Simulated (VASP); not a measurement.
These are PBE GGA, VASP's PBE PAW potentials (set 64) (plane waves; VASP 6.6.1) values and carry that method's errors.

VASP input:

INCAR:
```
SYSTEM = TiC
PREC = Accurate; ENCUT = 400; LREAL = F
LASPH = T
EDIFF = 1E-6; NELM = 100; ALGO = Normal
LMAXMIX = 4
ISMEAR = -1; SIGMA = 0.1
GGA = PE
ISIF = 2
LWAVE = F; LCHARG = F
```

POSCAR:
```
TiC
5.48320
  1.0000000000   0.0000000000   0.0000000000
 -0.5000000000   0.8660254961   0.0000000000
  0.0000000000   0.0000000000   0.8069142107
Ti C
3 3
Cartesian
  0.4925915000   0.0121009743   0.0068418256
  0.2506380000   0.4446296140  -0.0000161383
 -0.2475030000   0.3995443267  -0.0016114077
  0.0025925000  -0.0029626732   0.0144623234
 -0.0008940000   0.5839471356   0.3794013789
  0.5025750000   0.2947916148   0.4078370357
```

KPOINTS:
```
Regular mesh
0
G
 3 3 4
```

POTCAR, in this order: Ti_sv C (PBE.64 set). Program: vasp_std.

The run wrote:

### OUTCAR
```
 ion  position               nearest neighbor table
   1  0.500  0.014  0.008-   3 2.56   2 2.72   2 2.77
   2  0.507  0.513  1.000-   1 2.72   3 2.74   3 2.76   1 2.77
   3  0.983  0.461  0.998-   1 2.56   2 2.74   2 2.76
   4  0.001  0.997  0.018-
   5  0.336  0.674  0.470-
   6  0.673  0.340  0.505-
  LATTYP: Found a hexagonal cell.
 ALAT       =     5.4832000000
 C/A-ratio  =     0.8069142107
 Subroutine PRICEL returns:
 Original cell was already a primitive cell.
 Subroutine GETGRP returns: Found  1 space group operations
The static configuration has the point symmetry C_1 .
The dynamic configuration has the point symmetry C_1 .
 Subroutine INISYM returns: Found  1 space group operations
 Subroutine IBZKPT returns following result:
 Found     19 irreducible k-points:

 Following reciprocal coordinates:
            Coordinates               Weight
  0.000000  0.000000  0.000000      1.000000
  0.333333 -0.000000  0.000000      2.000000
  0.000000  0.333333  0.000000      2.000000
 -0.333333  0.333333  0.000000      2.000000
  0.333333  0.333333  0.000000      2.000000
  0.000000  0.000000  0.250000      2.000000
  0.333333 -0.000000  0.250000      2.000000
  0.000000  0.333333  0.250000      2.000000
 -0.333333  0.333333  0.250000      2.000000
 -0.333333  0.000000  0.250000      2.000000
  0.000000 -0.333333  0.250000      2.000000
  0.333333 -0.333333  0.250000      2.000000
  0.333333  0.333333  0.250000      2.000000
 -0.333333 -0.333333  0.250000      2.000000
  0.000000  0.000000  0.500000      1.000000
  0.333333 -0.000000  0.500000      2.000000
  0.000000  0.333333  0.500000      2.000000
 -0.333333  0.333333  0.500000      2.000000
  0.333333  0.333333  0.500000      2.000000
   k-points           NKPTS =     19   k-points in BZ     NKDIM =     19   number of bands    NBANDS=     28
   number of dos      NEDOS =    301   number of ions     NIONS =      6
   total plane-waves  NPLWV =  38880
   dimension x,y,z NGX =    36 NGY =   36 NGZ =   30
   dimension x,y,z NGXF=    72 NGYF=   72 NGZF=   60
   ions per type =               3   3
   PREC   = accura    normal or accurate (medium, high low for compatibility)
   ISTART =      0    job   : 0-new  1-cont  2-samecut
   ICHARG =      2    charge: 1-file 2-atom 10-const
   ISPIN  =      1    spin polarized calculation?
   LNONCOLLINEAR =      F non collinear calculations
   LSORBIT =      F    spin-orbit coupling
   INIWAV =      1    electr: 0-lowe 1-rand  2-diag
   ENCUT  =  400.0 eV  29.40 Ry    5.42 a.u.   8.94  8.94  7.22*2*pi/ulx,y,z
   NELM   =    100;   NELMIN=  2; NELMDL= -5     # of ELM steps
   EDIFF  = 0.1E-05   stopping-criterion for ELM
   LREAL  =      F    real-space projection
   NLSPLINE    = F    spline interpolate recip. space projectors
   LMAXMIX     =    4 max onsite mixed and CHGCAR
   VOSKOWN=      0    Vosko Wilk Nusair interpolation
   EDIFFG = 0.1E-04   stopping-criterion for IOM
   NSW    =      0    number of steps for IOM
   NBLOCK =      1;   KBLOCK =      1    inner block; outer block
   IBRION =     -1    ionic relax: 0-MD 1-quasi-New 2-CG
   NFREE  =      0    steps in history (QN), initial steepest desc. (CG)
   ISIF   =      2    stress and relaxation
   ISYM   =      2    0-nonsym 1-usesym 2-fastsym
   TEIN   =    0.0    initial temperature
   TEBEG  =    0.0;   TEEND  =   0.0 temperature during run
   SMASS  =  -3.00    Nose mass-parameter (am)
   PSTRESS=    0.0 pullay stress
   NELECT =      48.0000    total number of electrons
   EFERMI =   0.00;   METHOD = LEGACY
   ISMEAR =    -1;   SIGMA  =   0.10  broadening in eV -4-tet -1-fermi 0-gaus
   IALGO  =     38    algorithm
...
```

OSZICAR:
```
       N       E                     dE             d eps       ncg     rms          rms(c)
DAV:   1     0.496983663573E+03    0.49698E+03   -0.21592E+04  1064   0.156E+03
DAV:   2     0.307858613425E+02   -0.46620E+03   -0.45754E+03  1072   0.494E+02
DAV:   3    -0.437354423731E+02   -0.74521E+02   -0.72033E+02  1944   0.157E+02
DAV:   4    -0.518286902356E+02   -0.80932E+01   -0.78889E+01  1688   0.459E+01
DAV:   5    -0.523282261240E+02   -0.49954E+00   -0.49651E+00  1644   0.106E+01    0.236E+01
DAV:   6    -0.687680724866E+02   -0.16440E+02   -0.50544E+02  1688   0.818E+01    0.354E+01
DAV:   7    -0.401397625586E+02    0.28628E+02   -0.17153E+02  1624   0.643E+01    0.843E+00
DAV:   8    -0.408537528912E+02   -0.71399E+00   -0.90869E+00  1504   0.142E+01    0.707E+00
DAV:   9    -0.408369210348E+02    0.16832E-01   -0.53121E-01  1504   0.410E+00    0.667E+00
DAV:  10    -0.406631878296E+02    0.17373E+00   -0.15119E+00  1576   0.112E+01    0.586E+00
DAV:  11    -0.404374973479E+02    0.22569E+00   -0.10741E+00  1560   0.856E+00    0.490E+00
DAV:  12    -0.402224128918E+02    0.21508E+00   -0.53634E-01  1552   0.499E+00    0.339E+00
DAV:  13    -0.401725833797E+02    0.49830E-01   -0.10700E-01  1712   0.262E+00    0.285E+00
DAV:  14    -0.400787840487E+02    0.93799E-01   -0.17148E-01  1452   0.214E+00    0.163E+00
DAV:  15    -0.400423495772E+02    0.36434E-01   -0.94881E-02  1732   0.141E+00    0.717E-01
DAV:  16    -0.400387117342E+02    0.36378E-02   -0.12052E-02  1632   0.546E-01    0.475E-01
DAV:  17    -0.400359815101E+02    0.27302E-02   -0.89302E-03  1520   0.374E-01    0.196E-01
DAV:  18    -0.400354756010E+02    0.50591E-03   -0.20540E-03  1644   0.278E-01    0.486E-02
DAV:  19    -0.400354625386E+02    0.13062E-04   -0.25688E-04  1548   0.115E-01    0.173E-02
DAV:  20    -0.400354736232E+02   -0.11085E-04   -0.10341E-04  1792   0.460E-02    0.231E-02
DAV:  21    -0.400354654987E+02    0.81245E-05   -0.86142E-05  1588   0.416E-02    0.637E-03
DAV:  22    -0.400354655974E+02   -0.98750E-07   -0.40955E-06  1056   0.119E-02
   1 F= -.40035466E+02 E0= -.39905436E+02  d E =-.260060E+00
```

File OUTCAR:
```
------------------------ aborting loop because EDIFF is reached ----------------------------------------
  FORCE on cell =-STRESS in cart. coord.  units (eV):
  Direction    XX          YY          ZZ          XY          YZ          ZX
  --------------------------------------------------------------------------------------
  Total      -15.5634037    -15.2140448    -30.1912035      0.1729546     -0.0331962      0.0283610
  in kB     -216.4486404   -211.5899184   -419.8853335      2.4053724     -0.4616772      0.3944311
  external PRESSURE =    -282.6412975 kB  Pullay stress =       0.0000000 kB
  volume of cell :      115.20
      direct lattice vectors                 reciprocal lattice vectors
     5.483200000  0.000000000  0.000000000     0.182375255  0.105294392  0.000000000
    -2.741600000  4.748591000  0.000000000     0.000000000  0.210588783  0.000000000
     0.000000000  0.000000000  4.424472000     0.000000000  0.000000000  0.226015669
 POSITION                                       TOTAL-FORCE (eV/Angst)
 -----------------------------------------------------------------------------------
      2.70098      0.06635      0.03752        -0.310033     -0.945989      0.368987
      1.37430      2.43799      4.42438        -0.120779      0.243148      0.220461
      4.12609      2.19078      4.41564         0.346690      0.626868      0.094690
     -2.72738      4.73235      0.07930        -0.448218      0.416751     -0.406748
     -0.00490      3.20190      2.08033         0.277633     -0.134040     -0.394952
      2.75572      1.61640      2.23625         0.254707     -0.206739      0.117562
 -----------------------------------------------------------------------------------
    total drift:                               -0.000553     -0.000053     -0.000010
  FREE ENERGIE OF THE ION-ELECTRON SYSTEM (eV)
  ---------------------------------------------------
  free  energy   TOTEN  =       -40.0354655974 eV

  energy  without entropy=      -39.7754055592  energy(sigma->0) =      -39.90543558
```
(Selected blocks of OUTCAR.)

At this cut-off the stress carries a Pulay error, which pulls relaxed volumes low.

The structure was generated: TiC was put into an ordered model structure, which need not be its known phase. The cell was not relaxed at this level. The k-mesh is coarse (spacing up to 0.44 per Å, 2π included), so the numbers may not be converged in it.
